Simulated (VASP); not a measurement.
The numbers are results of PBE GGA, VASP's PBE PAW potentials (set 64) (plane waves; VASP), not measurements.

A VASP calculation is set up with these files.

File POSCAR:
```
RuS2
1
    5.6417372333    -0.0000000000    -0.0000000000
    0.0000000000     5.6417372333     0.0000000000
    0.0000000000     0.0000000000     5.6417372333
Ru S
4 8
Direct
  1.0000000000   0.5000000000   0.5000000000
  0.5000000000   1.0000000000   0.5000000000
  1.0000000000   1.0000000000   0.0000000000
  0.5000000000   0.5000000000   0.0000000000
  0.6129991813   0.8870008187   0.1129991813
  0.1129991813   0.6129991813   0.8870008187
  0.6129991813   0.6129991813   0.6129991813
  0.3870008187   0.3870008187   0.3870008187
  0.8870008187   0.1129991813   0.6129991813
  0.8870008187   0.3870008187   0.1129991813
  0.1129991813   0.8870008187   0.3870008187
  0.3870008187   0.1129991813   0.8870008187
```

### KPOINTS
```
Automatic
0
G
  5 5 5
0 0 0
```

### INCAR
```
SYSTEM = RuS2
PREC = Accurate
ENCUT = 400
EDIFF = 1E-7
NELM = 100
ALGO = Normal
LREAL = .FALSE.
LASPH = .TRUE.
ISMEAR = -5
GGA = PE
LMAXMIX = 4
LWAVE = .FALSE.
LCHARG = .TRUE.
LORBIT = 11
NEDOS = 601
ISIF = 2
```

POTCAR, in this order: Ru_pv S (PBE.64 set). Program: vasp_std.

The run wrote:

### OSZICAR
```
       N       E                     dE             d eps       ncg     rms          rms(c)
DAV:   1     0.861442881596E+03    0.86144E+03   -0.49320E+04  1564   0.134E+03
DAV:   2    -0.115925690080E+02   -0.87304E+03   -0.84488E+03  1542   0.383E+02
DAV:   3    -0.764840509757E+02   -0.64891E+02   -0.63601E+02  1690   0.932E+01
DAV:   4    -0.784189574802E+02   -0.19349E+01   -0.19205E+01  1704   0.159E+01
DAV:   5    -0.784680176073E+02   -0.49060E-01   -0.49010E-01  1648   0.253E+00    0.382E+01
DAV:   6    -0.773843630940E+02    0.10837E+01   -0.14518E+01  1588   0.191E+01    0.164E+01
DAV:   7    -0.769334234567E+02    0.45094E+00   -0.71262E+00  1534   0.142E+01    0.136E+01
DAV:   8    -0.765916978770E+02    0.34173E+00   -0.12783E+00  1494   0.634E+00    0.866E-01
DAV:   9    -0.765889094812E+02    0.27884E-02   -0.11201E-01  1708   0.123E+00    0.400E-01
DAV:  10    -0.765889059867E+02    0.34945E-05   -0.80115E-03  1560   0.437E-01    0.193E-01
DAV:  11    -0.765890103348E+02   -0.10435E-03   -0.11345E-03  1680   0.156E-01    0.727E-02
DAV:  12    -0.765890375259E+02   -0.27191E-04   -0.21018E-04  1564   0.701E-02    0.504E-02
DAV:  13    -0.765890380141E+02   -0.48818E-06   -0.15416E-05  1688   0.212E-02    0.230E-02
DAV:  14    -0.765890376095E+02    0.40459E-06   -0.40493E-06  1656   0.979E-03    0.647E-03
DAV:  15    -0.765890369687E+02    0.64086E-06   -0.36976E-07  1360   0.278E-03    0.281E-03
DAV:  16    -0.765890368700E+02    0.98638E-07   -0.76589E-08   888   0.123E-03
   1 F= -.76589037E+02 E0= -.76589037E+02  d E =0.000000E+00
```

### OUTCAR
```
------------------------ aborting loop because EDIFF is reached ----------------------------------------
  FORCE on cell =-STRESS in cart. coord.  units (eV):
  Direction    XX          YY          ZZ          XY          YZ          ZX
  --------------------------------------------------------------------------------------
  Total        0.1363117      0.1363117      0.1363117     -0.0000000     -0.0000000     -0.0000000
  in kB        1.2162008      1.2162008      1.2162008     -0.0000000     -0.0000000     -0.0000000
  external PRESSURE =       1.2162008 kB  Pullay stress =       0.0000000 kB
  volume of cell :      179.57
      direct lattice vectors                 reciprocal lattice vectors
     5.641737233  0.000000000  0.000000000     0.177250368  0.000000000  0.000000000
     0.000000000  5.641737233  0.000000000     0.000000000  0.177250368  0.000000000
     0.000000000  0.000000000  5.641737233     0.000000000  0.000000000  0.177250368
 POSITION                                       TOTAL-FORCE (eV/Angst)
 -----------------------------------------------------------------------------------
      0.00000      2.82087      2.82087        -0.000000      0.000000      0.000000
      2.82087      0.00000      2.82087        -0.000000      0.000000      0.000000
      0.00000      0.00000      0.00000        -0.000000      0.000000      0.000000
      2.82087      2.82087      0.00000        -0.000000      0.000000      0.000000
      3.45838      5.00423      0.63751         0.005926     -0.005926      0.005926
      0.63751      3.45838      5.00423         0.005926      0.005926     -0.005926
      3.45838      3.45838      3.45838         0.005926      0.005926      0.005926
      2.18336      2.18336      2.18336        -0.005926     -0.005926     -0.005926
      5.00423      0.63751      3.45838        -0.005926      0.005926      0.005926
      5.00423      2.18336      0.63751        -0.005926     -0.005926      0.005926
      0.63751      5.00423      2.18336         0.005926     -0.005926     -0.005926
      2.18336      0.63751      5.00423        -0.005926      0.005926     -0.005926
 -----------------------------------------------------------------------------------
    total drift:                               -0.000000      0.000000     -0.000000
  FREE ENERGIE OF THE ION-ELECTRON SYSTEM (eV)
  ---------------------------------------------------
  free  energy   TOTEN  =       -76.5890368700 eV

  energy  without entropy=      -76.5890368700  energy(sigma->0) =      -76.58903687

 total charge

# of ion       s       p       d       tot
------------------------------------------
    1        0.326   6.302   6.116  12.744
    2        0.326   6.302   6.116  12.744
    3        0.326   6.302   6.116  12.744
    4        0.326   6.302   6.116  12.744
    5        1.343   2.288   0.000   3.632
    6        1.343   2.288   0.000   3.632
    7        1.343   2.288   0.000   3.632
    8        1.343   2.288   0.000   3.632
    9        1.343   2.288   0.000   3.632
   10        1.343   2.288   0.000   3.632
   11        1.343   2.288   0.000   3.632
   12        1.343   2.288   0.000   3.632
--------------------------------------------------
tot         12.050  43.514  24.463  80.027
```
(Selected blocks of OUTCAR.)

OUTCAR:
```
 val. band max:        8.7700951019   @ k =   0.4000   0.0000   0.0000

 cond. band min:       9.3809497700   @ k =   0.0000   0.0000   0.0000


 Fermi energy:         8.7922247463

 k-point     1 :       0.0000    0.0000    0.0000
  band No.  band energies     occupation
      1     -33.1992      2.00000
      2     -33.1992      2.00000
      3     -33.1992      2.00000
      4     -33.1906      2.00000
      5     -33.1906      2.00000
      6     -33.1882      2.00000
      7     -33.1882      2.00000
      8     -33.1882      2.00000
      9     -32.9720      2.00000
     10     -32.9692      2.00000
     11     -32.9692      2.00000
     12     -32.9692      2.00000
     13      -7.2849      2.00000
     14      -5.8050      2.00000
     15      -5.8050      2.00000
     16      -5.8050      2.00000
     17      -3.1116      2.00000
     18      -3.1116      2.00000
     19      -3.1116      2.00000
     20      -2.1301      2.00000
     21       2.0928      2.00000
     22       2.0928      2.00000
     23       2.0928      2.00000
     24       3.6321      2.00000
     25       3.6321      2.00000
     26       3.6321      2.00000
     27       3.8840      2.00000
     28       3.8840      2.00000
     29       3.8840      2.00000
     30       4.2020      2.00000
     31       4.3774      2.00000
     32       4.3774      2.00000
     33       4.4565      2.00000
     34       4.4565      2.00000
     35       4.7253      2.00000
     36       4.7253      2.00000
     37       4.7253      2.00000
     38       6.3326      2.00000
     39       6.3326      2.00000
     40       6.3326      2.00000
     41       7.1792      2.00000
     42       7.1792      2.00000
     43       7.1792      2.00000
     44       8.0106      2.00000
     45       8.0106      2.00000
     46       8.1678      2.00000
     47       8.1678      2.00000
     48       8.1678      2.00000
     49       8.2344      2.00000
     50       8.2344      2.00000
     51       8.2344      2.00000
...
```

The compound is RuS2 in the pyrite structure. It was relaxed first.
